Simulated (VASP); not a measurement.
Consider the following.

```
CELL_PARAMETERS angstrom
      1.90853     1.10189     6.06153
     -1.90853     1.10189     6.06153
      0.00000    -2.20378     6.06153
ATOMIC_POSITIONS crystal
  Cd 0.00000 0.00000 0.00000
  Cl 0.74546 0.74546 0.74546
  Cl 0.25454 0.25454 0.25454
```

Method: PBEsol GGA with spin-orbit coupling, VASP's PBE PAW potentials (set 64) (plane waves; VASP). Numerical set-up: 400 eV cut-off, 6×6×6 Γ-centred mesh, Gaussian smearing of 0.050 eV, potentials Cd Cl.

Task: What does the run give for the energy per atom (σ→0), band gap (over mesh and band path) with the smallest direct gap where there is one?

Result: 
- band gap (over mesh and band path) = 3.53 eV
- smallest direct gap (over mesh and band path) = 3.61 eV
- energy per atom (σ→0) = -2.817 eV/atom

The absolute energy has meaning only against runs of the same code, potentials and settings.

The structure comes from a computed database's CdCl2 entry (R-3m); how it stands against other phases isn't given here. It was relaxed first.
